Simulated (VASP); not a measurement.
Output of a VASP run:

OUTCAR:
```
 ion  position               nearest neighbor table
   1  0.333  0.667  0.250-   2 2.72   2 2.72   2 2.72   2 2.72   2 2.72   2 2.72
   2  0.667  0.333  0.750-   1 2.72   1 2.72   1 2.72   1 2.72   1 2.72   1 2.72
  LATTYP: Found a hexagonal cell.
 ALAT       =     2.7528553023
 C/A-ratio  =     1.6068328450
 Subroutine PRICEL returns:
 Original cell was already a primitive cell.
 Subroutine GETGRP returns: Found 24 space group operations
The static configuration has the point symmetry D_3d.
 The point group associated with its full space group is D_6h.
The dynamic configuration has the point symmetry D_3d.
 Subroutine INISYM returns: Found 24 space group operations
 Subroutine IBZKPT returns following result:
 Found    135 irreducible k-points:

 Following reciprocal coordinates:
            Coordinates               Weight
  0.000000  0.000000  0.000000      1.000000
  0.066667  0.000000  0.000000      6.000000
  0.133333  0.000000  0.000000      6.000000
  0.200000  0.000000  0.000000      6.000000
  0.266667  0.000000  0.000000      6.000000
  0.333333  0.000000  0.000000      6.000000
  0.400000  0.000000  0.000000      6.000000
  0.466667  0.000000  0.000000      6.000000
  0.066667  0.066667  0.000000      6.000000
  0.133333  0.066667  0.000000     12.000000
  0.200000  0.066667  0.000000     12.000000
  0.266667  0.066667  0.000000     12.000000
  0.333333  0.066667  0.000000     12.000000
  0.400000  0.066667  0.000000     12.000000
  0.466667  0.066667  0.000000      6.000000
  0.133333  0.133333  0.000000      6.000000
  0.200000  0.133333  0.000000     12.000000
  0.266667  0.133333  0.000000     12.000000
  0.333333  0.133333  0.000000     12.000000
  0.400000  0.133333  0.000000     12.000000
  0.200000  0.200000  0.000000      6.000000
  0.266667  0.200000  0.000000     12.000000
  0.333333  0.200000  0.000000     12.000000
  0.400000  0.200000  0.000000      6.000000
  0.266667  0.266667  0.000000      6.000000
  0.333333  0.266667  0.000000     12.000000
  0.333333  0.333333  0.000000      2.000000
  0.000000  0.000000  0.125000      2.000000
  0.066667  0.000000  0.125000     12.000000
  0.133333  0.000000  0.125000     12.000000
  0.200000  0.000000  0.125000     12.000000
  0.266667  0.000000  0.125000     12.000000
  0.333333  0.000000  0.125000     12.000000
  0.400000  0.000000  0.125000     12.000000
  0.466667  0.000000  0.125000     12.000000
  0.066667  0.066667  0.125000     12.000000
  0.133333  0.066667  0.125000     24.000000
  0.200000  0.066667  0.125000     24.000000
  0.266667  0.066667  0.125000     24.000000
  0.333333  0.066667  0.125000     24.000000
   k-points           NKPTS =    135   k-points in BZ     NKDIM =    135   number of bands    NBANDS=     17
   number of dos      NEDOS =    301   number of ions     NIONS =      2
   total plane-waves  NPLWV =  14400
   dimension x,y,z NGX =    20 NGY =   20 NGZ =   36
   dimension x,y,z NGXF=    40 NGYF=   40 NGZF=   72
   ions per type =               2
   PREC   = accura    normal or accurate (medium, high low for compatibility)
   ISTART =      0    job   : 0-new  1-cont  2-samecut
   ICHARG =      2    charge: 1-file 2-atom 10-const
   ISPIN  =      1    spin polarized calculation?
   LNONCOLLINEAR =      F non collinear calculations
   LSORBIT =      F    spin-orbit coupling
   INIWAV =      1    electr: 0-lowe 1-rand  2-diag
   ENCUT  =  520.0 eV  38.22 Ry    6.18 a.u.   5.12  5.12  8.22*2*pi/ulx,y,z
   NELM   =    100;   NELMIN=  2; NELMDL= -5     # of ELM steps
   EDIFF  = 0.1E-06   stopping-criterion for ELM
   LREAL  =      F    real-space projection
   NLSPLINE    = F    spline interpolate recip. space projectors
   LMAXMIX     =    4 max onsite mixed and CHGCAR
   VOSKOWN=      0    Vosko Wilk Nusair interpolation
   EDIFFG = -.1E-01   stopping-criterion for IOM
   NSW    =     30    number of steps for IOM
...
```

**OSZICAR**
```
...
DAV:  35    -0.701053602162E+02    0.23227E-05   -0.27657E-06  4590   0.178E-02    0.583E-03
DAV:  36    -0.701053611701E+02   -0.95384E-06   -0.15879E-06  4649   0.143E-02    0.299E-03
DAV:  37    -0.701053620254E+02   -0.85527E-06   -0.53869E-07  4616   0.787E-03    0.890E-04
DAV:  38    -0.701053622952E+02   -0.26988E-06   -0.10466E-07  2307   0.377E-03    0.191E-04
DAV:  39    -0.701053624836E+02   -0.18839E-06   -0.79391E-09  2295   0.112E-03    0.194E-04
DAV:  40    -0.701053623998E+02    0.83804E-07   -0.26981E-08  2295   0.192E-03
   1 F= -.70105362E+02 E0= -.70105182E+02  d E =-.701054E+02
       N       E                     dE             d eps       ncg     rms          rms(c)
DAV:   1    -0.701087825435E+02   -0.34201E-02   -0.18624E-01  4590   0.383E+00    0.344E-01
DAV:   2    -0.701052366036E+02    0.35459E-02   -0.63826E-03  4846   0.715E-01    0.152E-01
DAV:   3    -0.701055860386E+02   -0.34943E-03   -0.37474E-03  4638   0.732E-01    0.415E-02
DAV:   4    -0.701055102788E+02    0.75760E-04   -0.50851E-04  4836   0.274E-01    0.237E-02
DAV:   5    -0.701056096174E+02   -0.99339E-04   -0.10708E-04  4610   0.120E-01    0.124E-02
DAV:   6    -0.701055135484E+02    0.96069E-04   -0.17238E-04  4591   0.165E-01    0.347E-03
DAV:   7    -0.701055110831E+02    0.24652E-05   -0.15174E-05  4626   0.465E-02    0.182E-03
DAV:   8    -0.701055142122E+02   -0.31291E-05   -0.20282E-06  4791   0.158E-02    0.576E-04
DAV:   9    -0.701055050684E+02    0.91438E-05   -0.10830E-06  4611   0.140E-02    0.362E-04
DAV:  10    -0.701055062658E+02   -0.11974E-05   -0.29623E-07  4444   0.726E-03    0.172E-04
DAV:  11    -0.701055078713E+02   -0.16055E-05   -0.93983E-08  2298   0.407E-03    0.481E-05
DAV:  12    -0.701055073540E+02    0.51737E-06   -0.39941E-09  2295   0.823E-04    0.289E-05
DAV:  13    -0.701055076051E+02   -0.25114E-06   -0.25602E-09  2295   0.627E-04    0.217E-05
DAV:  14    -0.701055077696E+02   -0.16446E-06   -0.84000E-10  2295   0.346E-04    0.146E-05
DAV:  15    -0.701055077105E+02    0.59034E-07   -0.94396E-11  2295   0.981E-05
   2 F= -.70105508E+02 E0= -.70105433E+02  d E =-.145311E-03
       N       E                     dE             d eps       ncg     rms          rms(c)
DAV:   1    -0.701059194101E+02   -0.41164E-03   -0.20618E-02  4590   0.127E+00    0.114E-01
DAV:   2    -0.701055711916E+02    0.34822E-03   -0.70650E-04  4854   0.238E-01    0.506E-02
DAV:   3    -0.701055146104E+02    0.56581E-04   -0.41624E-04  4622   0.244E-01    0.138E-02
DAV:   4    -0.701055502100E+02   -0.35600E-04   -0.55933E-05  4834   0.908E-02    0.767E-03
DAV:   5    -0.701055396943E+02    0.10516E-04   -0.15106E-05  4605   0.460E-02    0.360E-03
DAV:   6    -0.701055554367E+02   -0.15742E-04   -0.25253E-05  4591   0.638E-02    0.998E-04
DAV:   7    -0.701055554788E+02   -0.42083E-07   -0.22457E-06  4618   0.181E-02    0.405E-04
DAV:   8    -0.701055541766E+02    0.13022E-05   -0.98792E-08  2601   0.350E-03    0.208E-04
DAV:   9    -0.701055554455E+02   -0.12689E-05   -0.70858E-08  2522   0.347E-03    0.913E-05
DAV:  10    -0.701055551944E+02    0.25107E-06   -0.15370E-08  2295   0.144E-03    0.313E-05
DAV:  11    -0.701055547985E+02    0.39588E-06   -0.13863E-09  2295   0.480E-04    0.200E-05
DAV:  12    -0.701055549379E+02   -0.13940E-06   -0.34388E-10  2295   0.219E-04    0.166E-05
DAV:  13    -0.701055547795E+02    0.15839E-06   -0.37528E-10  2295   0.234E-04    0.149E-05
DAV:  14    -0.701055547823E+02   -0.27894E-08   -0.64887E-11  2295   0.793E-05
   3 F= -.70105555E+02 E0= -.70105444E+02  d E =-.192383E-03
```

**OUTCAR**
```
------------------------ aborting loop because EDIFF is reached ----------------------------------------
  FORCE on cell =-STRESS in cart. coord.  units (eV):
  Direction    XX          YY          ZZ          XY          YZ          ZX
  --------------------------------------------------------------------------------------
  Total       -1.6963736     -1.6963741     -1.6961509     -0.0000000      0.0000000      0.0000000
  in kB      -93.6225875    -93.6226166    -93.6102953     -0.0000000      0.0000000      0.0000000
  external PRESSURE =     -93.6184998 kB  Pullay stress =       0.0000000 kB
  volume of cell :       29.03
      direct lattice vectors                 reciprocal lattice vectors
     1.377830824 -2.386473362  0.000000000     0.362889254 -0.209514176 -0.000000000
     1.377830824  2.386473362 -0.000000000     0.362889254  0.209514176  0.000000000
     0.000000000 -0.000000000  4.414372385     0.000000000  0.000000000  0.226532769
 POSITION                                       TOTAL-FORCE (eV/Angst)
 -----------------------------------------------------------------------------------
      1.37783      0.79549      1.10359         0.000000     -0.000000      0.000000
      1.37783     -0.79549      3.31078        -0.000000      0.000000      0.000000
 -----------------------------------------------------------------------------------
    total drift:                               -0.000000      0.000620     -0.000043
  FREE ENERGIE OF THE ION-ELECTRON SYSTEM (eV)
  ---------------------------------------------------
  free  energy   TOTEN  =       -70.1055547823 eV

  energy  without entropy=      -70.1052221349  energy(sigma->0) =      -70.10544390

 reached required accuracy - stopping structural energy minimisation
```
(Selected blocks of OUTCAR.)

File POSCAR:
```
Tc
1
    1.3764274817    -2.3840427226     0.0000000000
    1.3764274817     2.3840427226     0.0000000000
    0.0000000000     0.0000000000     4.4233783174
Tc
2
Direct
  0.3333330000   0.6666670000   0.2500000000
  0.6666670000   0.3333330000   0.7500000000
```

**Question.** Reconstruct the remaining input files.

**Answer.** Several could match; the one computed here: the input of the run itself, SCAN meta-GGA, plane waves, VASP's PBE PAW potentials (set 64).

INCAR:
```
# general
SYSTEM  = Tc
PREC    = Accurate
ENCUT   = 520   # plane-wave cut-off (eV)
LREAL   = F
LASPH   = T   # aspherical one-centre terms

# electronic loop
EDIFF   = 1E-7   # SCF stop (eV)
NELM    = 100   # most electronic steps
ALGO    = Normal
LMAXMIX = 4
LMIXTAU = T

# smearing
ISMEAR  = 1   # Methfessel-Paxton
SIGMA   = 0.1

# functional
METAGGA = SCAN

# ions
IBRION  = 2   # conjugate gradients
NSW     = 30
ISIF    = 4
EDIFFG  = -0.01   # ionic stop

# output
LWAVE   = F
LCHARG  = F
```

KPOINTS:
```
kpoints
0
gamma
  15 15 8
```

POTCAR, in this order: Tc_pv (PBE.64 set). Program: vasp_std.

The compound is Tc in the hcp structure. This cell is one point of a volume scan, at 1.03 of the reference volume. Symmetry was kept, so distortions that lower it aren't found.
